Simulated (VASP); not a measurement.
VASP runs on SnS2 (1T layered) share one base input (PBE GGA, plane waves, VASP's PBE PAW potentials (set 64)) and change the settings named in each case.

### INCAR
```
SYSTEM  =  SnS2
PREC  =  Accurate; ENCUT  =  400; LREAL  =  .FALSE.
LASPH  =  .TRUE.
EDIFF  =  1E-6; NELM  =  100; ALGO  =  Normal
LMAXMIX  =  4
ISMEAR  =  0; SIGMA  =  0.05
GGA  =  PE
ISIF  =  2
LWAVE  =  .FALSE.; LCHARG  =  .FALSE.
```

### KPOINTS
```
Automatic mesh
0
Gamma
6 6 4
0 0 0
```

**POSCAR**
```
SnS2
1
    1.8615000000    -3.2242130000     0.0000000000
    1.8615000000     3.2242130000     0.0000000000
    0.0000000000     0.0000000000     6.0180000000
Sn S
1 2
Direct
  0.0000000000   0.0000000000   0.0000000000
  0.3333330000   0.6666670000   0.2500000000
  0.6666670000   0.3333330000   0.7500000000
```

POTCAR, in this order: Sn_d S (PBE.64 set). Program: vasp_std.

```
change          irreducible k-points
--------------  --------------------
base run                          24
ISYM = -1                        144
ISYM = 0                          76
ISYM = 1                          24
SYMPREC = 1E-3                    24
```
 Unless said otherwise, spin-orbit coupling is left out, though it shifts the bands of the heavy elements here.

Left out are runs that ran out of time, are held back, or changed the cell or the kind of run, fixed moments of cells without a moment, rows past the twelfth, gaps on odd meshes, pressures of charged cells and columns that move by less than the noise.

The compound is SnS2 in the 1T layered structure. The cell was not relaxed at this level.
